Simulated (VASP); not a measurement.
# Ge3PbN (Pm-3m) in VASP: a series of runs, part 2 of 2

VASP 6.6.1. Earlier steps stand in the parts before.

## 4. Single point, PBE (cell and atoms relaxed tightly for response)

The input, INCAR:

```
SYSTEM = Ge3PbN
ALGO = Fast ; EDIFF = 1E-6
ENCUT = 520 ; GGA = PE
ISIF = 2 ; ISMEAR = -1
LASPH = .TRUE. ; LCHARG = .FALSE.
LREAL = .FALSE. ; LWAVE = .FALSE.
NBANDS = 38 ; NELM = 100
PREC = Accurate ; SIGMA = 0.15
```

The input, KPOINTS:

```
k-points
0
G
  8 8 8
  0 0 0
```

The input, POSCAR:

```
Ge3PbN
1.0
    5.4303164978      0.0000000000      0.0000000000
    0.0000000000      5.4303164978      0.0000000000
    0.0000000000      0.0000000000      5.4303164978
Ge Pb N
3 1 1
Direct
    0.0000000000      0.5000000000      0.5000000000
    0.5000000000      0.0000000000      0.5000000000
    0.5000000000      0.5000000000      0.0000000000
    0.5000000000      0.5000000000      0.5000000000
    0.0000000000      0.0000000000      0.0000000000
```

Potentials or basis: VASP PAW PBE potentials, release 64 (Ge_d, Pb_d, N).

On the command line:

```
cat potpaw_PBE.64/Ge_d/POTCAR potpaw_PBE.64/Pb_d/POTCAR potpaw_PBE.64/N/POTCAR > POTCAR
mpirun -np 1 vasp_std > vasp.out
```

OUTCAR:

```text
SYSTEM = Ge3PbN
   EDIFF = 1E-6
   ENCUT = 520
   GGA = PE
   ISIF = 2
   ISMEAR = -1
   LASPH = .TRUE.
   LREAL = .FALSE.
   NELM = 100
   PREC = Accurate

 ion  position               nearest neighbor table
   1  0.000  0.500  0.500-   4 2.72   4 2.72
   2  0.500  0.000  0.500-   4 2.72   4 2.72
   3  0.500  0.500  0.000-   4 2.72   4 2.72
   4  0.500  0.500  0.500-   1 2.72   2 2.72   3 2.72   3 2.72   2 2.72   1 2.72
   5  0.000  0.000  0.000-

  LATTYP: Found a simple cubic cell.
 ALAT       =     5.4303164978

  Lattice vectors:

 A1 = (   5.4303164978,   0.0000000000,   0.0000000000)
 A2 = (   0.0000000000,   5.4303164978,   0.0000000000)
 A3 = (   0.0000000000,   0.0000000000,   5.4303164978)

Analysis of symmetry for initial positions (statically):
=====================================================================
 Subroutine PRICEL returns:
 Original cell was already a primitive cell.
[... 173 lines left out ...]
  free energy    TOTEN  =       -14.65752818 eV

  energy without entropy =      -14.31957941  energy(sigma->0) =      -14.48855379

 E-fermi :   1.9559     XC(G=0):  -8.3536

 val. band max:        1.9543060738   @ k =   0.3750   0.3750   0.2500
 cond. band min:       1.9986381045   @ k =   0.3750   0.3750   0.1250
 fundamental gap:      0.0443320308
 Fermi energy:         1.9558808956

 k-point     1 :       0.0000    0.0000    0.0000
  band No.  band energies     occupation
      1     -23.2894      2.00000
      2     -23.2894      2.00000
      3     -23.2855      2.00000
      4     -23.2855      2.00000
      5     -23.2855      2.00000
      6     -23.2840      2.00000
[... 973 lines left out ...]
     37       4.8319      0.00000
     38       5.6837      0.00000

 [... further k-points ...]

------------------------ aborting loop because EDIFF is reached ----------------------------------------

  FORCE on cell =-STRESS in cart. coord.  units (eV):
  Direction    XX          YY          ZZ          XY          YZ          ZX
  --------------------------------------------------------------------------------------
  -------------------------------------------------------------------------------------
  Total       -0.0152160     -0.0152160     -0.0152160      0.0000000      0.0000000      0.0000000
  in kB       -0.1522422     -0.1522422     -0.1522422      0.0000000      0.0000000      0.0000000
  external PRESSURE =      -0.1522422 kB  Pullay stress =       0.0000000 kB

 VOLUME and BASIS-vectors are now :
 -----------------------------------------------------------------------------
  energy-cutoff  :      520.00
  volume of cell :      160.13
      direct lattice vectors                 reciprocal lattice vectors
     5.430316498  0.000000000  0.000000000     0.184151329  0.000000000  0.000000000
     0.000000000  5.430316498  0.000000000     0.000000000  0.184151329  0.000000000
     0.000000000  0.000000000  5.430316498     0.000000000  0.000000000  0.184151329

 POSITION                                       TOTAL-FORCE (eV/Angst)
 -----------------------------------------------------------------------------------
      0.00000      2.71516      2.71516         0.000000      0.000000      0.000000
      2.71516      0.00000      2.71516         0.000000      0.000000      0.000000
      2.71516      2.71516      0.00000         0.000000      0.000000      0.000000
      2.71516      2.71516      2.71516         0.000000      0.000000      0.000000
      0.00000      0.00000      0.00000         0.000000      0.000000      0.000000
 -----------------------------------------------------------------------------------
    total drift:                               -0.000000     -0.000000     -0.000000

  FREE ENERGIE OF THE ION-ELECTRON SYSTEM (eV)
  ---------------------------------------------------
  free  energy   TOTEN  =       -14.6575281830 eV

  energy  without entropy=      -14.3195794059  energy(sigma->0) =      -14.48855379
```

Run time: 3.7 min. Hardware: 1 thread of AMD EPYC 9R45 (Zen 5), shared host; peak memory 0.34 GiB.

Results:

- Free energy: -14.6575 eV
- Pressure: 0.0 GPa
- Band gap on the k mesh: none (metal or under the smearing width)

## 5. Summary

| cell | k mesh | smearing | mesh quality | gap on the mesh (eV) | pressure (GPa) |
| --- | --- | --- | --- | --- | --- |
| Pm-3m, 31.7 Å³/atom | 8 × 8 × 8 | gaussian 0.1 eV | not flagged | none | 0.0 |
| Pm-3m, 13.4 Å³/atom | 4 × 4 × 4 | gaussian 0.1 eV | coarse | none | 181.9 |
| cell and atoms relaxed tightly for response | 8 × 8 × 8 | fermi-dirac 0.15 eV | not flagged | none | 0.0 |

Alike in all rows: task single point; level PBE; potentials or basis VASP PAW PBE potentials, release 64 (Ge_d, Pb_d, N); no spin polarisation; cutoff (eV) 520.

Caveats: some runs use coarse meshes; a pressure of tens of GPa on the cell as given is suspect, and the run, the potentials or the cell itself is likely at fault (some runs).

Absolute energies hang on the potentials; compare differences alone.
